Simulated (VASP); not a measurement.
Data:

```yaml
crystal:
  lattice:
    - [5.73126, 0.00000, 0.00000]
    - [0.00000, 5.73126, 0.00000]
    - [0.00000, 0.00000, 5.73126]
  atoms:
    - { symbol: Cs, position: [0.00000, 0.00000, 0.00000] }
    - { symbol: Pb, position: [0.50000, 0.50000, 0.50000] }
    - { symbol: Cl, position: [0.50000, 0.00000, 0.50000] }
    - { symbol: Cl, position: [0.00000, 0.50000, 0.50000] }
    - { symbol: Cl, position: [0.50000, 0.50000, 0.00000] }
```

The numbers are results of PBE GGA, VASP's PBE PAW potentials (set 64) (plane waves; VASP), not measurements. Settings: 520 eV cut-off, 5×5×5 Γ-centred mesh, tetrahedra with Blöchl corrections, potentials Cs_sv Pb_d Cl.

The cores are frozen, which limits the accuracy of field gradients.

Problem. Give the principal components of the electric field gradient (V/Å²) and the asymmetry η at each nucleus.

Solution. 
| atom | Vxx | Vyy | Vzz | η |
|---|---|---|---|---|
| Cs1 | 0.0 | 0.0 | 0.0 | - |
| Pb2 | 0.0 | 0.0 | 0.0 | - |
| Cl3 | -45.1 | -45.1 | 90.1 | 0.00 |
| Cl4 | -45.1 | -45.1 | 90.1 | 0.00 |
| Cl5 | -45.1 | -45.1 | 90.1 | 0.00 |

The compound is CsPbCl3 in the cubic perovskite structure, the ideal cubic form; the compound distorts at low or room temperature. It was relaxed first, which changed the volume by +7 %.
